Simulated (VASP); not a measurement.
Consider the following.

```yaml
crystal:
  lattice:
    - [7.56411, 0.00000, 0.00000]
    - [0.00000, 7.56411, 0.00000]
    - [0.00000, 0.00000, 3.82721]
  atoms:
    - { symbol: W, position: [0.73337, 0.23337, 0.04525] }
    - { symbol: W, position: [0.23337, 0.26663, 0.95475] }
    - { symbol: W, position: [0.26663, 0.76663, 0.04525] }
    - { symbol: W, position: [0.76663, 0.73337, 0.95475] }
    - { symbol: O, position: [0.74645, 0.24645, 0.51257] }
    - { symbol: O, position: [0.24645, 0.25355, 0.48743] }
    - { symbol: O, position: [0.25355, 0.75355, 0.51257] }
    - { symbol: O, position: [0.75355, 0.74645, 0.48743] }
    - { symbol: O, position: [0.50555, 0.75068, 0.00227] }
    - { symbol: O, position: [0.75068, 0.49445, 0.99773] }
    - { symbol: O, position: [0.49445, 0.24932, 0.00227] }
    - { symbol: O, position: [0.24932, 0.50555, 0.99773] }
    - { symbol: O, position: [0.00555, 0.74932, 0.99773] }
    - { symbol: O, position: [0.25068, 0.00555, 0.00227] }
    - { symbol: O, position: [0.99445, 0.25068, 0.99773] }
    - { symbol: O, position: [0.74932, 0.99445, 0.00227] }
```

The numbers are results of LDA (Ceperley-Alder, Perdew-Zunger), VASP's LDA PAW potentials (set 64) (plane waves; VASP 6.6.1), not measurements. Run with LREAL = Auto, 520 eV cut-off, 4×4×7 Γ-centred mesh, tetrahedra with Blöchl corrections, potentials W_sv O.

The cores are frozen, which limits the accuracy of field gradients.

Task: Give the principal components of the electric field gradient (V/Å²) and the asymmetry η at each nucleus.

Result: 
```tsv
atom	Vxx	Vyy	Vzz	η
W1	-54.1	-27.2	81.3	0.33
W2	-54.1	-27.2	81.3	0.33
W3	-54.1	-27.2	81.3	0.33
W4	-54.1	-27.2	81.3	0.33
O5	-13.2	-10.4	23.5	0.12
O6	-13.2	-10.4	23.5	0.12
O7	-13.2	-10.4	23.5	0.12
O8	-13.2	-10.4	23.5	0.12
O9	-18.4	-14.2	32.6	0.13
O10	-18.4	-14.2	32.6	0.13
O11	-18.4	-14.2	32.6	0.13
O12	-18.4	-14.2	32.6	0.13
O13	-18.4	-14.2	32.6	0.13
O14	-18.4	-14.2	32.6	0.13
O15	-18.4	-14.2	32.6	0.13
O16	-18.4	-14.2	32.6	0.13
```

The structure comes from a computed database's WO3 entry (P-42_1m); how it stands against other phases isn't given here. It was relaxed first, which changed the volume by -5 %.
